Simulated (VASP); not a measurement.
Consider the following.

```
Al3Sc
1.0
    4.12489     0.00000     0.00000
    0.00000     4.12489     0.00000
    0.00000     0.00000     4.12489
Sc Al
1 3
Direct
  0.00000   0.00000   0.00000
  0.00000   0.50000   0.50000
  0.50000   0.00000   0.50000
  0.50000   0.50000   0.00000
```

Method: vdW-DF-cx, VASP's PBE PAW potentials (set 64) (plane waves; VASP 6.6.1). Numerical set-up: 520 eV cut-off, 8×8×8 Γ-centred mesh, first-order Methfessel-Paxton smearing of 0.10 eV, potentials Sc_sv Al.

Problem. Give the stress tensor in GPa (positive for a compressed cell).

Solution. 
```
-2.45   0.00   0.00
 0.00  -2.45   0.00
 0.00   0.00  -2.45
```
The pressure is its mean diagonal, -2.45 GPa.

The compound is Al3Sc in the L1_2 structure. This cell is one point of a volume scan, at 1.03 of the reference volume.
